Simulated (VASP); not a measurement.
Consider the following.

```
MoTe2
1.0
    1.74535    -3.02303     0.00000
    1.74535     3.02303     0.00000
    0.00000     0.00000    14.49542
Te Mo
4 2
Direct
  0.33333   0.66667   0.87233
  0.66667   0.33333   0.37233
  0.66667   0.33333   0.12767
  0.33333   0.66667   0.62767
  0.33333   0.66667   0.25000
  0.66667   0.33333   0.75000
```

Calculation: PW91 GGA, VASP's PBE PAW potentials (set 64) (plane waves; VASP). Run with 520 eV cut-off, 7×7×2 Γ-centred mesh, Gaussian smearing of 0.050 eV, potentials Te Mo_sv.

Without a dispersion term in the relaxation, distances and binding between the weakly bound layers, chains or molecules are unreliable, and so is what depends on them.

Question: The ions and cell shape at fixed volume are relaxed. Which structure does the run end with?

Answer: 
```
MoTe2
1.0
    1.76979    -3.06537     0.00000
    1.76979     3.06537     0.00000
    0.00000     0.00000    14.09770
Te Mo
4 2
Direct
  0.33333   0.66667   0.87863
  0.66667   0.33333   0.37863
  0.66667   0.33333   0.12137
  0.33333   0.66667   0.62137
  0.33333   0.66667   0.25000
  0.66667   0.33333   0.75000
```
Space group P6_3/mmc (194), at a tolerance of 0.03 Å.

Question: How much energy does the relaxation gain?

Answer: The energy (σ→0) changes by -23.9 meV/atom, in 8 ionic steps.

The compound is MoTe2 in the 2H layered structure. This cell is one point of a volume scan, at 0.94 of the reference volume. Symmetry was kept, so distortions that lower it aren't found.
